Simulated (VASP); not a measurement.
Computed with PBE GGA with D3 dispersion (zero damping), VASP's PBE PAW potentials (set 64) (plane waves; VASP 6.6.1).

Input for VASP

INCAR:
```
LASPH = .TRUE.   ! aspherical one-centre terms
GGA = PE
LREAL = .FALSE.   ! projection in real space or not
ISIF = 3   ! ions, shape and volume
LWAVE = .FALSE.
PREC = Accurate
SYSTEM = Li2Se
SIGMA = 0.05
ISMEAR = 0
NSW = 60
IVDW = 11
NELM = 100   ! most electronic steps
ALGO = Normal   ! blocked Davidson
EDIFFG = -0.02   ! ionic stop
IBRION = 2
ENCUT = 520
LMAXMIX = 4   ! l cut-off of mixed one-centre charges
EDIFF = 1E-6   ! SCF stop (eV)
LCHARG = .FALSE.
```

**POSCAR**
```
Li2Se
1.0
  0.0000000000   2.9422902346   2.9422902346
  2.9422902346   0.0000000000   2.9422902346
  2.9422902346   2.9422902346   0.0000000000
Li Se
2 1
Cart
  1.4711451173   1.4711451173   1.4711451173
  4.4134353519   4.4134353519   4.4134353519
  0.0000000000   0.0000000000   0.0000000000
```

### KPOINTS
```
Automatic
0
gamma
6 6 6
0 0 0
```

POTCAR, in this order: Li_sv Se (PBE.64 set). Program: vasp_std.

Question: What does the run give for the energy per atom (σ→0), dispersion energy, band gap (on the k-mesh)?

Answer: 
```yaml
energy per atom (σ→0): -3.903 eV/atom
dispersion_energy: -13.82 kcal/mol
band gap (on the k-mesh): 2.92 eV
```

**OSZICAR**
```
...
DAV:   7    -0.111016642880E+02    0.14471E-01   -0.15612E-01   438   0.194E+00    0.741E-01
DAV:   8    -0.111086768288E+02   -0.70125E-02   -0.19528E-02   402   0.992E-01    0.208E-01
DAV:   9    -0.111086961404E+02   -0.19312E-04   -0.10671E-03   424   0.196E-01    0.101E-01
DAV:  10    -0.111089959140E+02   -0.29977E-03   -0.54704E-04   346   0.150E-01    0.394E-02
DAV:  11    -0.111089983610E+02   -0.24470E-05   -0.19431E-05   420   0.336E-02    0.120E-02
DAV:  12    -0.111090037847E+02   -0.54237E-05   -0.85686E-06   344   0.197E-02    0.452E-03
DAV:  13    -0.111090033233E+02    0.46142E-06   -0.33328E-07   324   0.563E-03
   1 F= -.11708280E+02 E0= -.11708280E+02  d E =-.117083E+02
```

The compound is Li2Se in the antifluorite structure. It was relaxed first, which changed the volume by -6 %. The start is the result of an earlier pass.
